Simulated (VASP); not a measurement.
Output of a VASP run:

File OSZICAR:
```
...
   1 F= -.44830990E+02 E0= -.44830990E+02  d E =-.448310E+02
       N       E                     dE             d eps       ncg     rms          rms(c)
DAV:   1    -0.464688362341E+02   -0.13381E+00   -0.49034E+00  1352   0.205E+01    0.362E+00
DAV:   2    -0.462821159865E+02    0.18672E+00   -0.67762E-01  1336   0.638E+00    0.772E-01
DAV:   3    -0.462761185029E+02    0.59975E-02   -0.30693E-02  1348   0.128E+00    0.329E-01
DAV:   4    -0.462743887878E+02    0.17297E-02   -0.20918E-03  1320   0.372E-01    0.979E-02
DAV:   5    -0.462742577241E+02    0.13106E-03   -0.25894E-04  1400   0.124E-01    0.448E-02
DAV:   6    -0.462742665655E+02   -0.88414E-05   -0.82677E-06  1344   0.236E-02    0.679E-03
DAV:   7    -0.462742679732E+02   -0.14077E-05   -0.23098E-06   904   0.119E-02    0.162E-03
DAV:   8    -0.462742681508E+02   -0.17764E-06   -0.15597E-07   720   0.331E-03
   2 F= -.44824027E+02 E0= -.44824027E+02  d E =0.696332E-02
       N       E                     dE             d eps       ncg     rms          rms(c)
DAV:   1    -0.463828219537E+02   -0.10855E+00   -0.14859E+00  1348   0.111E+01    0.199E+00
DAV:   2    -0.463254531174E+02    0.57369E-01   -0.21212E-01  1332   0.358E+00    0.410E-01
DAV:   3    -0.463237295481E+02    0.17236E-02   -0.86351E-03  1344   0.675E-01    0.196E-01
DAV:   4    -0.463231914797E+02    0.53807E-03   -0.57100E-04  1324   0.193E-01    0.609E-02
DAV:   5    -0.463231349958E+02    0.56484E-04   -0.87221E-05  1400   0.703E-02    0.227E-02
DAV:   6    -0.463231323104E+02    0.26855E-05   -0.22222E-06  1108   0.129E-02    0.473E-03
DAV:   7    -0.463231312943E+02    0.10161E-05   -0.71370E-07   748   0.657E-03    0.724E-04
DAV:   8    -0.463231312285E+02    0.65768E-07   -0.56374E-08   664   0.208E-03
   3 F= -.44843331E+02 E0= -.44843331E+02  d E =-.123406E-01
       N       E                     dE             d eps       ncg     rms          rms(c)
DAV:   1    -0.463220191592E+02    0.11121E-02   -0.68484E-01  1224   0.707E+00    0.296E-01
DAV:   2    -0.463224872335E+02   -0.46807E-03   -0.19848E-02  1424   0.113E+00    0.130E-01
DAV:   3    -0.463220175694E+02    0.46966E-03   -0.52974E-04  1392   0.227E-01    0.545E-02
DAV:   4    -0.463219435770E+02    0.73992E-04   -0.28833E-04  1388   0.149E-01    0.117E-02
DAV:   5    -0.463219456869E+02   -0.21098E-05   -0.29870E-05  1372   0.444E-02    0.751E-03
DAV:   6    -0.463219456459E+02    0.40915E-07   -0.91082E-07   768   0.868E-03
   4 F= -.44844918E+02 E0= -.44844918E+02  d E =-.158724E-02
       N       E                     dE             d eps       ncg     rms          rms(c)
DAV:   1    -0.463218501537E+02    0.95533E-04   -0.87294E-04  1264   0.253E-01    0.107E-02
DAV:   2    -0.463218507218E+02   -0.56808E-06   -0.26271E-05  1424   0.413E-02    0.489E-03
DAV:   3    -0.463218499706E+02    0.75120E-06   -0.72833E-07   744   0.880E-03
   5 F= -.44844920E+02 E0= -.44844920E+02  d E =-.158949E-02
       N       E                     dE             d eps       ncg     rms          rms(c)
DAV:   1    -0.463220367417E+02   -0.18602E-03   -0.23658E-02  1328   0.136E+00    0.113E-01
DAV:   2    -0.463218791639E+02    0.15758E-03   -0.28440E-04  1368   0.146E-01    0.637E-02
DAV:   3    -0.463217929755E+02    0.86188E-04   -0.10641E-04  1408   0.933E-02    0.438E-03
DAV:   4    -0.463217938103E+02   -0.83477E-06   -0.82043E-06  1312   0.231E-02
   6 F= -.44845046E+02 E0= -.44845046E+02  d E =-.126042E-03
```

### OUTCAR
```
------------------------ aborting loop because EDIFF is reached ----------------------------------------
  FORCE on cell =-STRESS in cart. coord.  units (eV):
  Direction    XX          YY          ZZ          XY          YZ          ZX
  --------------------------------------------------------------------------------------
  Total        1.4910693      1.4910693      1.4423567     -0.0000000      0.0000000      0.0000000
  in kB       50.4849100     50.4849100     48.8355907     -0.0000000      0.0000000      0.0000000
  external PRESSURE =      -0.0648631 kB  Pullay stress =      50.0000000 kB
  volume of cell :       47.32
      direct lattice vectors                 reciprocal lattice vectors
     4.198550949  0.000000000  0.000000000     0.238177412  0.000000000  0.000000000
    -0.000000000  4.198550949  0.000000000    -0.000000000  0.238177412  0.000000000
     0.000000000  0.000000000  2.684404594     0.000000000  0.000000000  0.372522086
 POSITION                                       TOTAL-FORCE (eV/Angst)
 -----------------------------------------------------------------------------------
      4.19855      0.00000      0.00000         0.000000      0.000000     -0.000000
      2.09928      2.09928      1.34220         0.000000      0.000000     -0.000000
      1.28456      1.28456      2.68440        -0.003009     -0.003009     -0.000000
      3.38384      0.81471      1.34220        -0.003009      0.003009     -0.000000
      0.81471      3.38384      1.34220         0.003009     -0.003009     -0.000000
      2.91399      2.91399      0.00000         0.003009      0.003009      0.000000
 -----------------------------------------------------------------------------------
    total drift:                                0.000000      0.000000      0.000000
  FREE ENERGIE OF THE ION-ELECTRON SYSTEM (eV)
  ---------------------------------------------------
  free  energy   TOTEN  =       -46.3217938103 eV

  energy  without entropy=      -46.3217938103  energy(sigma->0) =      -46.32179381
  enthalpy is  TOTEN    =       -44.8450462885 eV   P V=        1.4767475218

 reached required accuracy - stopping structural energy minimisation
```
(Selected blocks of OUTCAR.)

File POSCAR:
```
SiO2
1
    4.2311389483     0.0000000000     0.0000000000
    0.0000000000     4.2311389483     0.0000000000
    0.0000000000     0.0000000000     2.6920535013
Si O
2 4
Direct
  0.0000000000   0.0000000000   0.0000000000
  0.5000000000   0.5000000000   0.5000000000
  0.3068069293   0.3068069293   0.0000000000
  0.8068069293   0.1931930707   0.5000000000
  0.1931930707   0.8068069293   0.5000000000
  0.6931930707   0.6931930707   0.0000000000
```

Task: Reconstruct the remaining input files.

Result: This is not unique; one that fits is the input of the run itself, PBE GGA, plane waves, VASP's PBE PAW potentials (set 64).

KPOINTS:
```
Automatic mesh
0
Gamma
5 5 8
0 0 0
```

**INCAR**
```
! general
SYSTEM   =  SiO2
PREC     =  Accurate
ENCUT    =  620   ! plane-wave cut-off (eV)
LREAL    =  F   ! projection in real space or not
LASPH    =  T   ! aspherical one-centre terms

! electronic loop
EDIFF    =  1E-6   ! SCF stop (eV)
NELM     =  100   ! most electronic steps
ALGO     =  Normal   ! blocked Davidson

! smearing
ISMEAR   =  0
SIGMA    =  0.05

! functional
GGA      =  PE   ! PBE

! ions
IBRION   =  2   ! conjugate gradients
NSW      =  40
ISIF     =  3   ! ions, shape and volume
EDIFFG   =  -0.02   ! ionic stop
PSTRESS  =  50   ! kbar

! output
LWAVE    =  F
LCHARG   =  F
```

POTCAR, in this order: Si O (PBE.64 set). Program: vasp_std.

The compound is SiO2 in the rutile structure, stishovite, a high-pressure form. This run relaxes it under an external pressure of 5 GPa. Symmetry was kept, so distortions that lower it aren't found.
